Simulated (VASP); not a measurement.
Output of a VASP run:

OSZICAR:
```
       N       E                     dE             d eps       ncg     rms          rms(c)
DAV:   1     0.158024081869E+03    0.15802E+03   -0.94444E+03   812   0.141E+03
DAV:   2     0.280448012507E+01   -0.15522E+03   -0.15126E+03   884   0.355E+02
DAV:   3    -0.954595424146E+01   -0.12350E+02   -0.12286E+02  1078   0.105E+02
DAV:   4    -0.980889251689E+01   -0.26294E+00   -0.26280E+00   918   0.177E+01
DAV:   5    -0.981949139576E+01   -0.10599E-01   -0.10599E-01  1166   0.344E+00    0.479E+00
DAV:   6    -0.945071770560E+01    0.36877E+00   -0.11039E+00  1236   0.919E+00    0.325E+00
DAV:   7    -0.944706020780E+01    0.36575E-02   -0.11768E-01   888   0.207E+00    0.170E+00
DAV:   8    -0.944698581039E+01    0.74397E-04   -0.11756E-02   956   0.135E+00    0.127E-01
DAV:   9    -0.944668652971E+01    0.29928E-03   -0.24731E-03  1232   0.484E-01    0.706E-02
DAV:  10    -0.944674053279E+01   -0.54003E-04   -0.19097E-04   866   0.981E-02    0.278E-02
DAV:  11    -0.944674264738E+01   -0.21146E-05   -0.18582E-05   980   0.515E-02    0.966E-03
DAV:  12    -0.944674260216E+01    0.45216E-07   -0.18679E-06  1048   0.227E-02    0.421E-03
DAV:  13    -0.944674254009E+01    0.62078E-07   -0.26463E-07   854   0.423E-03
   1 F= -.88252427E+01 E0= -.88251062E+01  d E =-.882524E+01
```

File OUTCAR:
```
------------------------ aborting loop because EDIFF is reached ----------------------------------------
  FORCE on cell =-STRESS in cart. coord.  units (eV):
  Direction    XX          YY          ZZ          XY          YZ          ZX
  --------------------------------------------------------------------------------------
  Total        0.6256608      0.6256608      0.6256608      0.0000000      0.0000000      0.0000000
  in kB       20.1338990     20.1338990     20.1338990      0.0000000      0.0000000      0.0000000
  external PRESSURE =       0.1338990 kB  Pullay stress =      20.0000000 kB
  volume of cell :       49.79
      direct lattice vectors                 reciprocal lattice vectors
     0.000000000  2.919872431  2.919872431    -0.171240358  0.171240358  0.171240358
     2.919872431  0.000000000  2.919872431     0.171240358 -0.171240358  0.171240358
     2.919872431  2.919872431  0.000000000     0.171240358  0.171240358 -0.171240358
  FREE ENERGIE OF THE ION-ELECTRON SYSTEM (eV)
  ---------------------------------------------------
  free  energy   TOTEN  =        -9.4467425401 eV

  energy  without entropy=       -9.4464695295  energy(sigma->0) =       -9.44660603
  enthalpy is  TOTEN    =        -8.8252426709 eV   P V=        0.6214998692

 reached required accuracy - stopping structural energy minimisation
```
(Selected blocks of OUTCAR.)

**POSCAR**
```
PbS
1
   -0.0000000000     2.9198724309     2.9198724309
    2.9198724309     0.0000000000     2.9198724309
    2.9198724309     2.9198724309     0.0000000000
Pb S
1 1
Direct
  0.0000000000   0.0000000000   0.0000000000
  0.5000000000   0.5000000000   0.5000000000
```

Q: Reconstruct the remaining input files.

A: Several could match; the one computed here: the input of the run itself, PBEsol GGA, plane waves, VASP's PBE PAW potentials (set 64).

**KPOINTS**
```
Regular mesh
0
gamma
 8 8 8
```

INCAR:
```
SYSTEM = PbS
PREC = Accurate
ENCUT = 480
EDIFF = 1E-7
NELM = 100
ALGO = Normal
LREAL = .FALSE.
LASPH = .TRUE.
ISMEAR = 0
SIGMA = 0.05
GGA = PS
LMAXMIX = 4
LWAVE = .FALSE.
LCHARG = .FALSE.
ISIF = 3
IBRION = 2
NSW = 40
EDIFFG = -0.01
PSTRESS = 20
```

POTCAR, in this order: Pb_d S (PBE.64 set). Program: vasp_std.

The compound is PbS in the rock salt structure. It was relaxed first under an external pressure of 2 GPa.
